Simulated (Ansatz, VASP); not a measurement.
# MgTiCO: VASP beside Ansatz

Wanted: the spread between two codes on one cell, functional and k mesh. The cell is generated by rule, not measured, and may not be a known phase. The cell is taken from a series of runs on this material, whose earlier steps may have relaxed, scaled, displaced or heated it; both programs get it as it stands.

Calculated with Ansatz 0.2.0; plane waves, with VASP 6.6.1 beside it; relaxation of cell and atoms at LDA.

The structure was built from a prototype and need not be the compound's stable phase.

### 1. Starting point

The structure is tetragonal, space group P4/nmm (No. 129). Conventional cell: a = 2.974 Å, b = 2.974 Å, c = 8.622 Å, α = 90.00°, β = 90.00°, γ = 90.00°. Nearest to C lie 5 Ti at 2.10 to 2.12 Å and 1 Mg at 2.22 Å. Nearest to Mg lie 5 O at 2.07 to 2.10 Å and 1 C at 2.22 Å. Nearest to O lie 5 Mg at 2.07 to 2.10 Å and 1 Ti at 2.21 Å. Nearest to Ti lie 5 C at 2.10 to 2.12 Å and 1 O at 2.21 Å. Farther neighbours and most contacts between anions are not listed.

### 2. VASP: relaxation of cell and atoms, LDA, pair 1

The relaxed volume is the usual yardstick between codes: in a stiff, nearly cubic crystal its relative difference is about their pressure difference at one cell divided by the bulk modulus.

Lines of VASP's logs that name or quote its potential files are left out, and so is its time.

INCAR reads:

```
SYSTEM = MgTiCO
PREC = Accurate
ENCUT = 600
EDIFF = 1E-07
NELM = 120
ISMEAR = 0
SIGMA = 0.1
LREAL = .FALSE.
ALGO = Normal
GGA = CA
NBANDS = 32
LASPH = .TRUE.
LORBIT = 11
LWAVE = .FALSE.
LCHARG = .FALSE.
ISIF = 3
IBRION = 2
NSW = 80
EDIFFG = -0.005
GGA_COMPAT = .FALSE.
NELMIN = 4
KPAR = 2
```

POSCAR reads:

```
MgTiCO
1.0
    2.1030600000      2.1030600000      0.0000000000
   -2.1030600000      2.1030600000      0.0000000000
    0.0000000000      0.0000000000      8.6223630000
C Mg O Ti
2 2 2 2
Direct
    0.5000000000      0.5000000000      0.5026799498
    0.0000000000      0.0000000000      0.7473199632
    0.0000000000      0.0000000000      0.0047188920
    0.5000000000      0.5000000000      0.2452811370
    0.5000000000      0.5000000000      0.0052956481
    0.0000000000      0.0000000000      0.2447043809
    0.0000000000      0.0000000000      0.5012911194
    0.5000000000      0.5000000000      0.7487087936
```

KPOINTS reads:

```
Automatic mesh
0
Gamma
12 12 4
0 0 0
```

PAW data sets: C, Mg, O and Ti_sv (LDA family, release 64).

The run is started by

```console
$ mpirun -np 2 vasp_std
```

Numbers of over 12 decimals in the logs are rounded to 6 here.

Log:

```text
[banner, memory and clock lines left out]
running    2 mpi-ranks, on    1 nodes
 distrk:  each k-point on    1 cores,    2 groups
 distr:  one band on    1 cores,    1 groups

 POSCAR found type information on POSCAR C MgO Ti
 POSCAR found :  4 types and       8 ions
 LDA part: xc-table for (Slater(with rela. corr.)+CA(PZ))
 , standard interpolation
 POSCAR, INCAR and KPOINTS ok, starting setup
 FFT: planning ... GRIDC
 FFT: planning ... GRID_SOFT
 FFT: planning ... GRID
 WAVECAR not read
 entering main loop
       N       E                     dE             d eps       ncg     rms          rms(c)
DAV:   1     0.604349620478E+03    0.60435E+03   -0.25638E+04  5472   0.185E+03
DAV:   2     0.112829870931E+02   -0.59307E+03   -0.56295E+03  5608   0.529E+02
DAV:   3    -0.759001989220E+02   -0.87183E+02   -0.83926E+02  8536   0.175E+02
DAV:   4    -0.816889497616E+02   -0.57888E+01   -0.57777E+01  7720   0.423E+01
DAV:   5    -0.819435135768E+02   -0.25456E+00   -0.25454E+00  7464   0.719E+00    0.285E+01
DAV:   6    -0.680456142177E+02    0.13898E+02   -0.90713E+01  7624   0.702E+01    0.105E+01
DAV:   7    -0.671256010694E+02    0.92001E+00   -0.16880E+01  7184   0.338E+01    0.794E+00
DAV:   8    -0.669194777500E+02    0.20612E+00   -0.90451E-01  6448   0.763E+00    0.383E+00
DAV:   9    -0.668926563440E+02    0.26821E-01   -0.43449E-01  8152   0.465E+00    0.139E+00
DAV:  10    -0.668763963247E+02    0.16260E-01   -0.85987E-02  7432   0.267E+00    0.454E-01
DAV:  11    -0.668771673131E+02   -0.77099E-03   -0.96152E-03  7344   0.905E-01    0.171E-01
DAV:  12    -0.668768584351E+02    0.30888E-03   -0.13712E-03  7512   0.333E-01    0.462E-02
DAV:  13    -0.668768464831E+02    0.11952E-04   -0.26886E-04  6992   0.890E-02    0.202E-02
DAV:  14    -0.668768415959E+02    0.48872E-05   -0.49359E-05  7536   0.522E-02    0.134E-02
DAV:  15    -0.668768394471E+02    0.21488E-05   -0.12228E-05  7056   0.273E-02    0.223E-03
DAV:  16    -0.668768394622E+02   -0.15141E-07   -0.72418E-07  6264   0.764E-03
   1 F= -.66876839E+02 E0= -.66875193E+02  d E =-.668768E+02
[...]
2 F= -.66877466E+02 E0= -.66875758E+02  d E =-.626375E-03
[...]
3 F= -.66878058E+02 E0= -.66876373E+02  d E =-.121820E-02
[...]
4 F= -.66878285E+02 E0= -.66876570E+02  d E =-.226953E-03
[...]
5 F= -.66878327E+02 E0= -.66876595E+02  d E =-.269335E-03
 curvature:  -0.83 expect dE=-0.233E-04 dE for cont linesearch -0.489E-09
 trial: gam= 0.07273 g(F)=  0.252E-04 g(S)=  0.285E-05 ort = 0.477E-06 (trialstep = 0.104E+01)
 search vector abs. value=  0.302E-04
 bond charge predicted
       N       E                     dE             d eps       ncg     rms          rms(c)
DAV:   1    -0.668783448245E+02   -0.17815E-04   -0.12607E-03  6136   0.337E-01    0.181E-02
DAV:   2    -0.668783472778E+02   -0.24533E-05   -0.88611E-05  5616   0.684E-02    0.112E-02
DAV:   3    -0.668783443577E+02    0.29200E-05   -0.76477E-06  7568   0.229E-02    0.277E-03
DAV:   4    -0.668783442762E+02    0.81558E-07   -0.11552E-06  6192   0.774E-03    0.979E-04
DAV:   5    -0.668783442677E+02    0.84719E-08   -0.11560E-07  3576   0.200E-03
   6 F= -.66878344E+02 E0= -.66876612E+02  d E =-.172746E-04
 trial-energy change:   -0.000017  1 .order   -0.000017   -0.000029   -0.000005
 step:   1.2759(harm=  1.2759)  dis= 0.00095  next Energy=   -66.878345 (dE=-0.179E-04)
 reached required accuracy - stopping structural energy minimisation
```

Parts of OUTCAR (step 2):

```text
ion  position               nearest neighbor table
   1  0.500  0.500  0.503-   7 2.10   7 2.10   7 2.10   7 2.10   8 2.12   4 2.22
   2  0.000  0.000  0.747-   8 2.10   8 2.10   8 2.10   8 2.10   7 2.12   3 2.22
   3  0.000  0.000  0.005-   6 2.07   5 2.10   5 2.10   5 2.10   5 2.10   2 2.22   4 2.95   4 2.95
                             4 2.95   4 2.95   8 3.05   8 3.05   8 3.05   8 3.05
   4  0.500  0.500  0.245-   5 2.07   6 2.10   6 2.10   6 2.10   6 2.10   1 2.22   3 2.95   3 2.95
                             3 2.95   3 2.95   7 3.05   7 3.05   7 3.05   7 3.05
   5  0.500  0.500  0.005-   4 2.07   3 2.10   3 2.10   3 2.10   3 2.10   8 2.21
   6  0.000  0.000  0.245-   3 2.07   4 2.10   4 2.10   4 2.10   4 2.10   7 2.21
   7  0.000  0.000  0.501-   1 2.10   1 2.10   1 2.10   1 2.10   2 2.12   6 2.21   4 3.05   4 3.05
                             4 3.05   4 3.05
   8  0.500  0.500  0.749-   2 2.10   2 2.10   2 2.10   2 2.10   1 2.12   5 2.21   3 3.05   3 3.05
                             3 3.05   3 3.05

  LATTYP: Found a simple tetragonal cell.
 ALAT       =     2.9741759745
 C/A-ratio  =     2.8990762732

 Subroutine GETGRP returns: Found 16 space group operations
 (whereof  8 operations were pure point group operations)

The static configuration has the point symmetry C_4v.
 The point group associated with its full space group is D_4h.

 Found     84 irreducible k-points:

   k-points           NKPTS =     84   k-points in BZ     NKDIM =     84   number of bands    NBANDS=     32

   dimension x,y,z NGX =    24 NGY =   24 NGZ =   70
   dimension x,y,z NGXF=    48 NGYF=   48 NGZF=  140

   ENCUT  =  600.0 eV  44.10 Ry    6.64 a.u.   5.94  5.94 17.22*2*pi/ulx,y,z

   NELECT =      48.0000    total number of electrons

 k-points in reciprocal lattice and weights: Automatic mesh
   0.00000000  0.00000000  0.00000000       0.002
   0.08333333  0.00000000  0.00000000       0.007
   0.16666667  0.00000000  0.00000000       0.007
   0.25000000  0.00000000  0.00000000       0.007
   0.33333333  0.00000000  0.00000000       0.007
   0.41666667  0.00000000  0.00000000       0.007
   0.50000000  0.00000000  0.00000000       0.003
   0.08333333  0.08333333  0.00000000       0.007
   0.16666667  0.08333333  0.00000000       0.014
[...]
0.50000000  0.41666667  0.50000000       0.007
   0.50000000  0.50000000  0.50000000       0.002

 average (electrostatic) potential at core
       1 -49.9589       2 -49.9589       3 -32.7644       4 -32.7645       5 -68.6947
       6 -68.6947       7 -72.7294       8 -72.7294

 E-fermi :   7.7782

 k-point     1 :       0.0000    0.0000    0.0000
  band No.  band energies     occupation
    ...
     20       6.3226      2.00000
     21       7.1770      2.00000
     22       7.5067      1.99988
     23       7.7618      1.18357
     24       7.7618      1.18357
     25       8.8648      0.00000
     26       8.8648      0.00000
     27       9.7175      0.00000
     28       9.8367      0.00000
     29       9.8507      0.00000
    ...

 k-point     2 :       0.0833    0.0000    0.0000
  band No.  band energies     occupation
    ...
     19       4.7211      2.00000
     20       6.0136      2.00000
     21       6.9640      2.00000
     22       7.2162      2.00000
     23       7.4121      2.00000
     24       8.0750      0.00003
     25       8.0984      0.00001
     26       8.9093      0.00000
     27       9.5364      0.00000
     28       9.8883      0.00000
    ...

 k-point     3 :       0.1667    0.0000    0.0000
  band No.  band energies     occupation
    ...
     20       5.2967      2.00000
     21       6.4390      2.00000
     22       6.5916      2.00000
     23       6.6768      2.00000
     24       7.0498      2.00000
     25       8.6874      0.00000
     26       9.1804      0.00000
     27       9.4710      0.00000
     28      10.0528      0.00000
     29      10.4736      0.00000
    ...

  Total       -0.0029215     -0.0029215      0.0026717      0.0000000     -0.0000000     -0.0000000
  in kB       -0.0616736     -0.0616736      0.0564002      0.0000000     -0.0000000     -0.0000000
  external PRESSURE =      -0.0223156 kB  Pullay stress =       0.0000000 kB

  energy-cutoff  :      600.00
  volume of cell :       75.89
      direct lattice vectors                 reciprocal lattice vectors
     2.099911562  2.099911562 -0.000000000     0.238105266  0.238105266 -0.000000000
    -2.099911562  2.099911562  0.000000000    -0.238105266  0.238105266  0.000000000
     0.000000000 -0.000000000  8.605592658     0.000000000  0.000000000  0.116203502

 POSITION                                       TOTAL-FORCE (eV/Angst)
 -----------------------------------------------------------------------------------
      0.00000      2.09991      4.32119         0.000000     -0.000000      0.000547
      0.00000     -0.00000      6.43580        -0.000000      0.000000     -0.000547
      2.09991      2.09991      0.04198         0.000000     -0.000000      0.003606
      0.00000      2.09991      2.10942        -0.000000      0.000000     -0.003606
      0.00000      2.09991      0.04800         0.000000     -0.000000      0.001415
     -2.09991      2.09991      2.10340        -0.000000      0.000000     -0.001415
     -2.09991      2.09991      4.31047         0.000000     -0.000000      0.000620
      0.00000      2.09991      6.44652        -0.000000      0.000000     -0.000620
 -----------------------------------------------------------------------------------
    total drift:                                0.000000     -0.000000     -0.000862

  FREE ENERGIE OF THE ION-ELECTRON SYSTEM (eV)
  ---------------------------------------------------
  free  energy   TOTEN  =       -66.8783442677 eV

  energy  without entropy=      -66.8748804428  energy(sigma->0) =      -66.87661236

 reached required accuracy - stopping structural energy minimisation

 total charge
# of ion       s       p       d       tot
------------------------------------------
    1        0.888   1.552   0.000   2.440
    2        0.888   1.552   0.000   2.440
    3        0.158   0.199   0.086   0.443
    4        0.158   0.199   0.086   0.443
    5        1.530   3.532   0.000   5.062
    6        1.530   3.532   0.000   5.062
    7        2.214   6.278   2.009  10.502
    8        2.214   6.278   2.009  10.502
--------------------------------------------------
tot          9.583  23.121   4.190  36.894

[... 3 further parts left out ...]
```

CONTCAR:

```
MgTiCO
   1.00000000000000
     2.0999115618406186    2.0999115618406186   -0.0000000000000000
    -2.0999115618406186    2.0999115618406186    0.0000000000000000
     0.0000000000000000   -0.0000000000000000    8.6055926579650350
  C               Mg              O               Ti
     2     2     2     2
Direct
     0.5000000000000000    0.5000000000000000    0.5021369128465435
     0.0000000000000000    0.0000000000000000    0.7478630001534529
     1.0000000000000000    0.0000000000000000    0.0048782053729271
     0.5000000000000000    0.5000000000000000    0.2451218236270717
     0.5000000000000000    0.5000000000000000    0.0055780921533614
     0.0000000000000000    1.0000000000000000    0.2444219368466375
     0.0000000000000000    1.0000000000000000    0.5008919678908234
     0.5000000000000000    0.5000000000000000    0.7491079451091801
```

The run keeps the 16 symmetry operations of its start, so it cannot find a distortion of lower symmetry.

[end of part 1 of 2]

[Lines on the potential files, build, host, timing and source positions are cut from VASP's logs without a mark.]

[Logs are printed without paths, hosts, clocks, repeated set-up lines and the standing remarks that a program may print on its own settings, such as how far it seeks lower states.]

[Hosts, paths, dates, database ids (printed as entryN), source tags and the programs' standing remarks are cut or masked in the printed files.]
